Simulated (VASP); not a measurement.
Given:

```yaml
crystal:
  lattice:
    - [-0.00150, 5.20582, 5.20434]
    - [5.20582, -0.00150, 5.20434]
    - [2.60216, 2.60216, 0.00000]
  atoms:
    - { symbol: Na, position: [0.00000, 0.00000, 0.00000] }
    - { symbol: Cl, position: [0.25778, 0.25778, 0.48443] }
    - { symbol: Cl, position: [0.26557, 0.73443, 0.50000] }
    - { symbol: Cl, position: [0.73443, 0.26557, 0.50000] }
    - { symbol: Cl, position: [0.74222, 0.74222, 0.51557] }
    - { symbol: Li, position: [0.00000, 0.50000, 0.00000] }
    - { symbol: Li, position: [0.50000, 0.00000, 0.00000] }
    - { symbol: Li, position: [0.50000, 0.50000, 0.00000] }
```

Calculation: PBEsol GGA, VASP's PBE PAW potentials (set 64) (plane waves; VASP). Run with 520 eV cut-off, 4×4×8 Γ-centred mesh, tetrahedra with Blöchl corrections, potentials Na_pv Cl Li_sv.

The cores are frozen, which limits the accuracy of field gradients.

Q: Give the principal components of the electric field gradient (V/Å²) and the asymmetry η at each nucleus.

A: 
```
atom   Vxx   Vyy    Vzz     η
----  ----  ----  -----  ----
Na1   -1.2   0.0    1.2  1.00
Cl2    6.7   6.2  -12.9  0.04
Cl3   -8.0  -5.0   13.0  0.24
Cl4   -8.0  -5.0   13.0  0.24
Cl5    6.7   6.2  -12.9  0.04
Li6    0.1   0.0   -0.1     -
Li7    0.1   0.0   -0.1     -
Li8    0.1   0.0   -0.1     -
```

The structure was generated: Li3NaCl4 was put into an ordered model structure (Cmmm), which need not be its known phase. It was relaxed first.
